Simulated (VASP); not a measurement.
```
TiO2
1.0
    4.56390     0.00000     0.00000
    0.00000     4.56390     0.00000
    0.00000     0.00000     2.94036
Ti O
2 4
Direct
  0.00000   0.00000   0.00000
  0.50000   0.50000   0.50000
  0.30349   0.30349   0.00000
  0.80349   0.19651   0.50000
  0.19651   0.80349   0.50000
  0.69651   0.69651   0.00000
```

Method: PBE GGA, VASP's PBE PAW potentials (set 64) (plane waves; VASP). Numerical set-up: 620 eV cut-off, 5×5×8 Γ-centred mesh, Gaussian smearing of 0.050 eV, potentials Ti_sv O.

Problem. Estimate the energy per atom (σ→0), pressure, band gap (on the k-mesh) with the smallest direct gap where there is one.

Solution. 
* **band gap (on the k-mesh)**: 1.86 eV
* **smallest direct gap (on the k-mesh)**: 1.86 eV
* **energy per atom (σ→0)**: -8.933 eV/atom
* **pressure**: 10.02 GPa

Total energies compare only between runs with the same potentials, cut-off and functional.

The compound is TiO2 in the rutile structure. It was relaxed first under an external pressure of 10 GPa.
